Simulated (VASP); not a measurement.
An input for Quantum ESPRESSO's pw.x (written as the equivalent of a VASP run, and not itself run):

```
&CONTROL
  calculation = 'vc-relax'
  pseudo_dir = './pseudo'
  outdir = './out'
  tprnfor = .true.
  tstress = .true.
  nstep = 40
  forc_conv_thr = 0.00078
/
&SYSTEM
  ibrav = 0
  nat = 2
  ntyp = 1
  ecutwfc = 84
  occupations = 'smearing'
  smearing = 'methfessel-paxton'
  degauss = 0.00735
  input_dft = 'pbe'
/
&ELECTRONS
  conv_thr = 7.3e-08
  electron_maxstep = 100
/
&IONS
/
&CELL
  press = 450
/
ATOMIC_SPECIES
  Ru 101.070 Ru.upf
CELL_PARAMETERS angstrom
     1.3247582   -2.2945487    0.0000000
     1.3247582    2.2945487    0.0000000
     0.0000000    0.0000000    4.1839903
ATOMIC_POSITIONS crystal
  Ru   0.3333330  0.6666670  0.2500000
  Ru   0.6666670  0.3333330  0.7500000
K_POINTS automatic
  16 16 9 0 0 0
```

Task: Translate this input to VASP (INCAR, KPOINTS, POSCAR, choice of POTCAR).

Result: This is not unique; one that fits is 
**POSCAR**
```
Ru
1.0
  1.3247581779  -2.2945486770   0.0000000000
  1.3247581779   2.2945486770   0.0000000000
  0.0000000000   0.0000000000   4.1839903301
Ru
2
Cartesian
  1.3247581779   0.7648510887   1.0459975825
  1.3247581779  -0.7648510887   3.1379927476
```

File KPOINTS:
```
Automatic mesh
0
Gamma
16 16 9
0 0 0
```

### INCAR
```
# general
SYSTEM  = Ru
PREC    = Accurate
ENCUT   = 500
LREAL   = .False.
LASPH   = .True.

# electronic loop
EDIFF   = 1E-6
NELM    = 100
ALGO    = Normal
LMAXMIX = 4

# smearing
ISMEAR  = 1
SIGMA   = 0.1

# functional
GGA     = PE

# ions
IBRION  = 2
NSW     = 40
ISIF    = 3
EDIFFG  = -0.02
PSTRESS = 450

# output
LWAVE   = .False.
LCHARG  = .False.
```

POTCAR, in this order: Ru_pv (PBE.64 set). Program: vasp_std.

Limits of the translation: the potentials are each code's own (VASP's PAW set, PseudoDojo norm-conserving files in pw.x), so ENCUT and ecutwfc are chosen apart and not converted; conv_thr bounds pw.x's estimated SCF error, while EDIFF bounds the energy change between steps; forc_conv_thr acts on force components and is met together with etot_conv_thr.

The compound is Ru in the hcp structure. This run relaxes it under an external pressure of 45 GPa. Symmetry was kept, so distortions that lower it aren't found.
